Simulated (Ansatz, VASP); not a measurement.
# K in two plane-wave programs

One calculation is typed for both programs; each brings its own data sets. How far apart do they land? Of the first pair: The structure shown is the start of the Ansatz relaxation below; VASP solves that cell, so the two are compared at the walk's first step.

Main program and level: Ansatz 0.2.0; plane waves, with VASP 6.6.1 beside it; single point at LDA.

**1. The starting structure**

The cell holds 6 atoms: 6 K. Its edges and angles: a = 4.658 Å, b = 7.366 Å, c = 40.203 Å, α = 90.0°, β = 90.0°, γ = 90.0°. It derives from K. Vacuum lies along c. The height across the vacuum is the one that the program set for its solve, not the one typed.

**2. Ansatz: relaxation, LDA**

Ansatz runs on its PAW soft_1 files.

The two programs are compared at the cell with which this relaxation starts, whose forces are those of its first step.

Input file input.yaml:

```yaml
crystal:
  lattice:
    - [4.6580569026, 0.0, 0.0]
    - [0.0, 7.3657357343, 0.0]
    - [0.0, 0.0, 38.6492706294]
  atoms:
    - { symbol: K, position: [0.0, 0.0, 0.1581304147] }
    - { symbol: K, position: [0.5, 0.5, 0.1803612269] }
    - { symbol: K, position: [0.0, 0.5, 0.2758735114] }
    - { symbol: K, position: [0.5, 0.0, 0.2525871728] }
    - { symbol: K, position: [0.0, 0.0, 0.3480994573] }
    - { symbol: K, position: [0.5, 0.5, 0.3703302695] }
  periodic: [true, true, false]
kpoints:
  mp_grid: { grid: [8, 6, 1] }
hamiltonian:
  xc: lda
  pseudopotentials: { kind: paw, azcp: { folder: soft_1 }, xc_functional: pbe }
scf:
  occupations: { method: methfessel_paxton, width: 0.2 }
output:
  forces: true
  stress: true
  eigenvalues: true
  write_density: true
  write_potential: true
  elf: true
  volumetric_format: npy
relax:
  adjacent_minimum: "off"
  f_tol: 0.002
  max_steps: 120
  cell: { stress_2d_tol: 0.005 }
```

On the command line:

```sh
ansatz run input.yaml --threads 4 --pin off --max-ram 16384MiB --backend cpu --events-out ev --progress --plain --runs-dir out
```

Numbers of over 12 decimals in the logs are rounded to 6 here.

The program printed:

```text
Warning: crystal.periodic: the lattice vector that does not repeat stood 0.000° off the slab's normal, 38.649 Å along it as the deck builds it. The run solves the slab on a vector along the normal, 40.203 Å long, with every atom where it was (on the deck's vector they left 30.45 Å outside them, and the widest stretch free of ions among them is 2.79 Å). A fractional position that the run reports is one of the run's ce [...]
crystal.periodic: the lattice vector that does not repeat stood 0.000° off the slab's normal, 38.649 Å along it as the deck builds it. The run solves the slab on a vector along the normal, 40.203 Å long, with every atom where it was (on the deck's vector they left 30.45 Å outside them, and the widest stretch free of ions among them is 2.79 Å). A fractional position that the run reports is one of the run's cell, which [...]
Engine: ansatz 0.2.0, aarch64-unknown-linux-gnu
Pseudopotentials: kind: paw
Pseudopotential: K, paw, valence charge 9, recommended cutoff 420 eV (normal), soft_1/K.paw.azcp
Functional definition: SPW92
  exchange = slater_x
  correlation = pw_c
Crystal: 6 atoms, lattice volume = 1379.357 Å³
Basis set: ecut = 420 eV, 27005 PW (Γ)
Bands: 33, of which v1, the nominal top of the filled ones, is band 27 counted from 1 (26 counted from 0)
Symmetry: 8 space group operations
Space group: Pmmn (ITA 59), of the structure as read, at distance tolerance 1.1e-4 Å
k-points: 20 of 48
Non-local potential: K, projectors of the file, l = 0: 3, l = 1: 2, l = 2: 2
PAW form: soft (Blöchl's): semilocal exchange-correlation on the pseudo side does not see the compensation charge
PAW frozen core: K, regenerated for the run's functional, and the local potential with it (the file was generated under x = pbe(κ = 0.804, μ = 0.219515), c = pbe(β = 0.066725))
PAW one-centre angular grid: K, 110 points (default); XC on 64 Gauss nodes
Initial density: superposition of atomic densities (neutral atoms: chi_scale 0, normalization atom)
Initial wavefunctions: pseudopotential atomic-orbital guess
Functional: x = slater, c = lda
SCF iter   1: F=—  HF=-8977.279847 eV  |F-HF|=—  |Δ(HF+E_count)|=         —  Δρ=3.28e-3  dr2=1.91e0  ethr=3.10e-3  ⟨swp⟩=15.7  Hψ=4638  notcnv=0
preconditioner: auto → LDOS  [metal: Δε(μ)=0.013 eV  Ē_g=1.906 eV  σ=0.200 eV  W_gap=0.06  n_scr=76 (ndim 8)  ℏωp=2.4 eV  f_vac=0.658  D(μ)=3.84/eV (n_scr^D=8)  β→1.0]
SCF iter   2: F=—  HF=-8976.968505 eV  |F-HF|=—  |Δ(HF+E_count)|=   3.11e-1  S|Δr|=    0.00e0  Δρ=1.93e-3  dr2=8.26e-2  ethr=3.10e-3  ⟨swp⟩=4.2  Hψ=1383  notcnv=0  defer=2
[...]
Initial wavefunctions: pseudopotential atomic-orbital guess (no wavefunctions were taken with the density)
iter 1 solved again at ethr=1.73e-6 eV; its pass at ethr=3.10e-3 eV (dr2=9.33e-4 eV) is discarded
SCF iter   1: F=—  HF=-8976.964300 eV  |F-HF|=—  |Δ(HF+E_count)|=         —  Δρ=1.18e-5  dr2=2.34e-7  ethr=1.73e-6  ⟨swp⟩=9.1  Hψ=6607  notcnv=0
eigensolver tolerance schedule: the retry pair's looser diagonalisation over-reported the residual by 3994.22 of it (diagonalisation noise at an unbounded share of the residual, at the tolerance the schedule requests for it); recorded, not acted on — ethr = c·dr2/N_el stays at c = 1.0e-1
preconditioner: auto → LDOS  [metal: Δε(μ)=0.026 eV  Ē_g=1.822 eV  σ=0.200 eV  W_gap=0.11  n_scr=76 (ndim 8)  ℏωp=2.5 eV  f_vac=0.658  D(μ)=3.80/eV (n_scr^D=8)  β→1.0]
SCF iter   2: F=—  HF=-8976.964182 eV  |F-HF|=—  |Δ(HF+E_count)|=   1.18e-4  S|Δr|=    0.00e0  Δρ=1.67e-6  dr2=2.15e-8  ethr=4.33e-10  ⟨swp⟩=4.2  Hψ=1875  notcnv=0
SCF iter   3: F=—  HF=-8976.964182 eV  |F-HF|=—  |Δ(HF+E_count)|=   5.60e-9  S|Δr|=    0.00e0  Δρ=3.75e-7  dr2=1.41e-9  ethr=3.98e-11  ⟨swp⟩=2.1  Hψ=1215  notcnv=0
SCF iter   4: F=—  HF=-8976.964182 eV  |F-HF|=—  |Δ(HF+E_count)|=  2.20e-10  S|Δr|=    0.00e0  Δρ=5.66e-8  dr2=9.87e-11  ethr=2.60e-12  ⟨swp⟩=2.5  Hψ=1162  notcnv=0
SCF iter   5: F=—  HF=-8976.964182 eV  |F-HF|=—  |Δ(HF+E_count)|=  3.64e-12  S|Δr|=    0.00e0  Δρ=3.09e-8  dr2=1.84e-11  ethr=1.83e-13 (applied; sched 1.00e-12)  ⟨swp⟩=2.8  Hψ=1130  notcnv=0
SCF iter   6: F=—  HF=-8976.964182 eV  |F-HF|=—  |Δ(HF+E_count)|=  1.09e-11  S|Δr|=    0.00e0  Δρ=8.62e-9  dr2=1.34e-12  ethr=3.40e-14 (applied; sched 1.00e-12)  ⟨swp⟩=2.1  Hψ=1138  notcnv=0
SCF iter   7: F=-8976.964182 eV  HF=-8976.964182 eV  |F-HF|=4.73e-11  |Δ(HF+E_count)|=  3.64e-12  S|Δr|=    0.00e0  Δρ=1.57e-9  dr2=7.20e-14  ethr=1.00e-12  ⟨swp⟩=9.7  Hψ=2825  notcnv=0
SCF 12 converged in 7 iterations: F = -8976.964182 eV  dr2 = 7.20e-14
relax step  12: F+E_penalty+E_count = -8976.96418193 eV  Δ(F+E_penalty+E_count) = +1.283e-4 eV  max|allowed force component| = 7.179e-5 eV/Å  Δτ_max = 0.0000 Å  P = -0.001 N/m  Ω = 1307.576 Å³  fix = [c, alpha, beta]  reactions: c +0.000 N/m  stress off target by 8.01e-4 N/m on what of the cell is left free  SCF on the basis re-selected at this cell (its energy is not comparable with the rows above)  (7 SCF iters)
basis re-selected at this cell: Δ(F+E_penalty+E_count) = +1.283e-4 eV, ΔP = -0.001 N/m vs the last step (what re-selecting the basis moved, of the pressure what is left beyond the Pulay correction that the steps carried, after the strain that the cell walked since its last selection, with what the two solves' SCF thresholds leave and, on support functions, any second-order correction that the steps lacked; it is no m [...]
WARN: The output density's exchange-correlation potential varies sharply where the density is thin. Do not read a vacuum level from v_tot or v_xc, or from such a field of the output density. On a cell that repeats whose density bears no net charge and no dipole along the vacuum's axis use v_es (v_loc + v_h of the components); under efield.dipole_correction with no amplitude use v_es + v_field, which holds any externa [...]
SCF converged after 7 iterations
Stability not checked: this state was not tested for a lower state beside it, because cold or Methfessel-Paxton smearing, or corrected tetrahedra, fill the levels in a way that the test cannot read (fill_not_monotonic; see scf.lower_state_search)
Free energy (F): -8976.964182 eV
Harris-Foulkes:  -8976.964182 eV  (|F-HF|=4.73e-11)
Internal energy: -8976.970473 eV  (E = F + TS)
E sigma→0 (E₀):  -8976.965755 eV
Entropy (-TS):   0.006291 eV (1.049 meV/atom)
Fermi energy:    -2.486861 eV
--- Per-component energies (eV) ---
  E_band       = -1082.393059
  E_kinetic    = 1514.440793
  E_local      = -55429.588325  (includes V_loc(G=0)·N_el)
  E_nonlocal   = 95.677291
  E_hartree    = 26947.331504
  E_xc         = -789.076702
  E_vxc        = -970.729166  (∫ρ·V_xc dr)
  E_paw        = -4458.234423  (= ΣΔE_a)
  E_vpaw       = -186.856636  (= ΣTr[D̂ρ^β])
  E_aug_tail   = -0.000025  (compensation charges beyond the density's cutoff)
  E_ewald      = 23140.934414
  E_core_change = 1.545001  (= ΣΔE_core)
  E_smearing   = 0.006291  (= −TS)
  E_closure    = -0.000000  (closes the sum)
  Σ components = -8976.964182   (vs F -8976.964182, Δ=0.00e0)
--- Forces (eV/Å), atoms counted from 1 ---
  atom   1  K     -0.00000000     0.00000000     0.00001672
  atom   2  K      0.00000000    -0.00000000    -0.00001806
  atom   3  K      0.00000000     0.00000000     0.00007179
  atom   4  K      0.00000000    -0.00000000    -0.00007179
  atom   5  K      0.00000000     0.00000000     0.00001806
  atom   6  K     -0.00000000    -0.00000000    -0.00001672
  max |Σ_I F_I| component: 6.78e-21 eV/Å
--- 2D stress c σ (N/m, compression-positive) ---
       -0.000801      -0.000000       0.000000
       -0.000000      -0.000638       0.000000
        0.000000       0.000000       0.000000
  P = ½ c Tr σ = -0.0007 N/m
--- Band table (eV; the first three rows and the last of 20) ---
  k-point 0: bands = [... 23 lower, -17.8781, -4.6775, -4.1118, -3.2303, -2.1525, -1.9461, -1.6744, -1.3965, ... 2 higher]
  k-point 1: bands = [... 23 lower, -17.8797, -4.5836, -4.0220, -3.1492, -2.5906, -2.0860, -2.0849, -1.3177, ... 2 higher]
  k-point 2: bands = [... 23 lower, -17.8839, -4.3073, -3.7593, -3.2736, -2.9382, -2.7155, -2.0825, -1.7377, ... 2 higher]
  k-point 19: bands = [... 23 lower, -17.8980, -2.1159, -2.1159, -2.0411, -2.0411, -1.7558, -1.7558, -1.4673, ... 2 higher]
--- Relaxed structure (11 steps of the walk, 11 accepted, 1 SCFs on fresh bases) ---
  F+E_penalty+E_count = -8976.96418193 eV   max|allowed force component| = 7.179e-5 eV/Å   (the final SCF, on the basis selected at the relaxed cell)
  cell:  # Å, volume = 1307.5761 Å³
    - [4.499442, 0.0, 0.0]
    - [0.0, 7.228575, 0.0]
    - [0.0, 0.0, 40.202739]
  atoms:
    - { symbol: K, position: [0, 0, 0.142353] }
    - { symbol: K, position: [0.500000, 0.500000, 0.173038] }
    - { symbol: K, position: [0, 0.500000, 0.269995] }
    - { symbol: K, position: [0.500000, 0, 0.238045] }
    - { symbol: K, position: [0, 0, 0.335002] }
    - { symbol: K, position: [0.500000, 0.500000, 0.365688] }
```

The column dr2 measures how far the density is from self-consistency, as an energy; F and HF (Harris–Foulkes) agree once it is small.

**3. VASP: single point, LDA, start cell, pair 1**

The same cell, functional (in two slightly different forms), mesh and smearing now go to VASP, with its own data sets.

Lines of VASP's logs that name or quote its potential files are left out, and so is its time.

Input file INCAR:

```
SYSTEM = K
PREC = Accurate
ENCUT = 400
EDIFF = 1E-06
NELM = 120
ISMEAR = 1
SIGMA = 0.2
LREAL = .FALSE.
ALGO = Normal
GGA = PW92
NBANDS = 33
LORBIT = 11
LWAVE = .FALSE.
LCHARG = .FALSE.
ISIF = 2
LDIPOL = .TRUE.
IDIPOL = 3
DIPOL = 0.5 0.5 0.254
LVHAR = .TRUE.
LASPH = .TRUE.
GGA_COMPAT = .FALSE.
NELMDL = -8
KPAR = 2
```

Input file POSCAR:

```
K
1.0
    4.6580570000      0.0000000000      0.0000000000
    0.0000000000      7.3657360000      0.0000000000
    0.0000000000      0.0000000000     40.2027390000
K
6
Direct
    0.0000000000      0.0000000000      0.1520201148
    0.5000000000      0.5000000000      0.1733919173
    0.0000000000      0.5000000000      0.2652135218
    0.5000000000      0.0000000000      0.2428269874
    0.0000000000      0.0000000000      0.3346485919
    0.5000000000      0.5000000000      0.3560203945
```

Input file KPOINTS:

```
Automatic mesh
0
Gamma
8 6 1
0 0 0
```

PAW data sets: K_sv (LDA family, release 64).

On the command line:

```sh
mpirun -np 2 vasp_std
```

The program printed:

```text
[banner, memory and clock lines left out]
running    2 mpi-ranks, on    1 nodes
 distrk:  each k-point on    1 cores,    2 groups
 distr:  one band on    1 cores,    1 groups

 POSCAR found type information on POSCAR K
 POSCAR found :  1 types and       6 ions
|                                                                             |
|               ----> ADVICE to this user running VASP <----                  |
|                                                                             |
|     You enforced a specific xc type in the INCAR file but a different       |
|     [... a line on the potential file left out ...]
|     I HOPE YOU KNOW WHAT YOU ARE DOING!                                     |
|                                                                             |

 LDA part: xc-table for (Slater(with rela. corr.)+PW92), standard interpolation
 POSCAR, INCAR and KPOINTS ok, starting setup
 FFT: planning ... GRIDC
 FFT: planning ... GRID_SOFT
 FFT: planning ... GRID
 WAVECAR not read
 entering main loop
       N       E                     dE             d eps       ncg     rms          rms(c)
DAV:   1     0.313078586433E+03    0.31308E+03   -0.19271E+04  1984   0.895E+02
DAV:   2     0.347134163586E+02   -0.27837E+03   -0.27625E+03  1617   0.275E+02
DAV:   3    -0.463216743111E+01   -0.39346E+02   -0.39212E+02  1919   0.655E+01
DAV:   4    -0.659739640133E+01   -0.19652E+01   -0.19572E+01  1750   0.218E+01
DAV:   5    -0.673436029771E+01   -0.13696E+00   -0.13695E+00  2279   0.367E+00
DAV:   6    -0.673545083049E+01   -0.10905E-02   -0.10905E-02  1872   0.462E-01
DAV:   7    -0.673547453195E+01   -0.23701E-04   -0.23701E-04  1879   0.600E-02
DAV:   8    -0.673547545829E+01   -0.92634E-06   -0.92508E-06  1648   0.964E-03    0.650E+00
DAV:   9    -0.646704589624E+01    0.26843E+00   -0.76647E-01  1558   0.239E+00    0.340E+00
DAV:  10    -0.642105396671E+01    0.45992E-01   -0.36280E-01  1572   0.123E+00    0.968E-01
DAV:  11    -0.641510516131E+01    0.59488E-02   -0.69959E-02  1529   0.877E-01    0.250E-01
DAV:  12    -0.641483770080E+01    0.26746E-03   -0.55353E-03  1733   0.281E-01    0.116E-01
DAV:  13    -0.641438172425E+01    0.45598E-03   -0.17595E-03  1609   0.150E-01    0.427E-02
DAV:  14    -0.641442589552E+01   -0.44171E-04   -0.27516E-04  1837   0.525E-02    0.347E-02
[...]
DAV:  20    -0.641557025211E+01   -0.92966E-04   -0.12789E-05   946   0.455E-03    0.176E-03
DAV:  21    -0.641559623989E+01   -0.25988E-04   -0.16100E-06   966   0.198E-03    0.112E-03
DAV:  22    -0.641562591509E+01   -0.29675E-04   -0.23816E-06   913   0.165E-03    0.728E-04
DAV:  23    -0.641563750790E+01   -0.11593E-04   -0.60020E-07   932   0.113E-03    0.355E-04
DAV:  24    -0.641564174185E+01   -0.42339E-05   -0.15791E-07   916   0.644E-04    0.235E-04
DAV:  25    -0.641564490315E+01   -0.31613E-05   -0.12859E-07   895   0.552E-04    0.173E-04
DAV:  26    -0.641564596197E+01   -0.10588E-05   -0.21061E-08   872   0.292E-04    0.107E-04
DAV:  27    -0.641564646044E+01   -0.49847E-06   -0.53129E-09   826   0.227E-04
   1 F= -.64156465E+01 E0= -.64180935E+01  d E =0.734098E-02
```

OUTCAR, selected parts (step 3):

```text
ion  position               nearest neighbor table
   1  0.000  0.000  0.152-
   2  0.500  0.500  0.173-
   3  0.000  0.500  0.265-
   4  0.500  0.000  0.243-
   5  0.000  0.000  0.335-
   6  0.500  0.500  0.356-

  LATTYP: Found a simple orthorhombic cell.
 ALAT       =     4.6580570000
 B/A-ratio  =     1.5812893659
 C/A-ratio  =     8.6307958447

 Subroutine GETGRP returns: Found  8 space group operations
 (whereof  4 operations were pure point group operations)

The static configuration has the point symmetry C_2v.
 The point group associated with its full space group is D_2h.

 Found     20 irreducible k-points:

   k-points           NKPTS =     20   k-points in BZ     NKDIM =     20   number of bands    NBANDS=     33

   dimension x,y,z NGX =    30 NGY =   48 NGZ =  270
   dimension x,y,z NGXF=    60 NGYF=   96 NGZF=  540

   ENCUT  =  400.0 eV  29.40 Ry    5.42 a.u.   7.60 12.01 65.56*2*pi/ulx,y,z

   NELECT =      54.0000    total number of electrons

 k-points in reciprocal lattice and weights: Automatic mesh
   0.00000000  0.00000000  0.00000000       0.021
   0.12500000  0.00000000  0.00000000       0.042
   0.25000000  0.00000000  0.00000000       0.042
   0.37500000  0.00000000  0.00000000       0.042
   0.50000000  0.00000000  0.00000000       0.021
   0.00000000  0.16666667  0.00000000       0.042
   0.12500000  0.16666667  0.00000000       0.083
   0.25000000  0.16666667  0.00000000       0.083
   0.37500000  0.16666667  0.00000000       0.083
[...]
0.37500000  0.50000000  0.00000000       0.042
   0.50000000  0.50000000  0.00000000       0.021

 dipolmoment           0.000000      0.000000      0.000002 electrons x Angstroem

 average (electrostatic) potential at core
       1 -40.7743       2 -40.6383       3 -40.4768       4 -40.4768       5 -40.6382
       6 -40.7743

 E-fermi :  -1.7864

 k-point     1 :       0.0000    0.0000    0.0000
  band No.  band energies     occupation
    ...
     23     -17.1768      2.00000
     24     -17.1670      2.00000
     25      -3.9580      2.00000
     26      -3.3439      2.00000
     27      -2.3980      2.00013
     28      -1.3407     -0.00714
     29      -1.2316     -0.00062
     30      -1.0619     -0.00000
     31      -0.7386     -0.00000
     32      -0.7141     -0.00000
    ...

 k-point     2 :       0.1250    0.0000    0.0000
  band No.  band energies     occupation
    ...
     23     -17.1832      2.00000
     24     -17.1696      2.00000
     25      -3.8311      2.00000
     26      -3.2204      2.00000
     27      -2.2781      2.00278
     28      -1.2186     -0.00045
     29      -1.1414     -0.00005
     30      -1.0105     -0.00000
     31      -0.6826     -0.00000
     32      -0.6003     -0.00000
    ...

 k-point     3 :       0.2500    0.0000    0.0000
  band No.  band energies     occupation
    ...
     23     -17.1965      2.00000
     24     -17.1772      2.00000
     25      -3.4598      2.00000
     26      -2.8602      2.00000
     27      -1.9305      1.93378
     28      -0.9379     -0.00000
     29      -0.8542     -0.00000
     30      -0.8221     -0.00000
     31      -0.5189     -0.00000
     32      -0.4468     -0.00000
    ...

  Total       -0.2907080     -0.2725256      0.2553915      0.0000000      0.0000000      0.0000000
  in kB       -0.3376689     -0.3165493      0.2966473      0.0000000      0.0000000      0.0000000
  external PRESSURE =      -0.1191903 kB  Pullay stress =       0.0000000 kB

  energy-cutoff  :      400.00
  volume of cell :     1379.36
      direct lattice vectors                 reciprocal lattice vectors
     4.658057000  0.000000000  0.000000000     0.214681787  0.000000000  0.000000000
     0.000000000  7.365736000  0.000000000     0.000000000  0.135763758  0.000000000
     0.000000000  0.000000000 40.202739000     0.000000000  0.000000000  0.024873927

 POSITION                                       TOTAL-FORCE (eV/Angst)
 -----------------------------------------------------------------------------------
      0.00000      0.00000      6.11162         0.000000      0.000000     -0.019935
      2.32903      3.68287      6.97083         0.000000      0.000000     -0.019754
      0.00000      3.68287     10.66231         0.000000      0.000000     -0.006795
      2.32903      0.00000      9.76231         0.000000      0.000000      0.006795
      0.00000      0.00000     13.45379         0.000000      0.000000      0.019754
      2.32903      3.68287     14.31299         0.000000      0.000000      0.019935
 -----------------------------------------------------------------------------------
    total drift:                                0.000000      0.000000      0.000042

  FREE ENERGIE OF THE ION-ELECTRON SYSTEM (eV)
  ---------------------------------------------------
  free  energy   TOTEN  =        -6.4156464604 eV

  energy  without entropy=       -6.4229874430  energy(sigma->0) =       -6.41809345

 vacuum level on the upper side and lower side of the slab         0.750         0.750

 total charge
# of ion       s       p       d       tot
------------------------------------------
    1        1.987   5.533   0.005   7.525
    2        1.986   5.535   0.006   7.527
    3        1.985   5.537   0.008   7.530
    4        1.985   5.537   0.008   7.530
    5        1.986   5.535   0.006   7.527
    6        1.987   5.533   0.005   7.525
--------------------------------------------------
tot         11.915  33.209   0.038  45.162

[... 3 further parts left out ...]
```

The run ends at a pressure of -0.01 GPa, with forces up to 0.020 eV/Å.

(Part 1 of 2 ends here.)

[Lines on the potential files, build, host, timing and source positions are cut from VASP's logs without a mark.]

[Logs are printed without paths, hosts, clocks, repeated set-up lines and the standing remarks that a program may print on its own settings, such as how far it seeks lower states.]

[Hosts, paths, dates, database ids (printed as entryN), source tags and the programs' standing remarks are cut or masked in the printed files.]
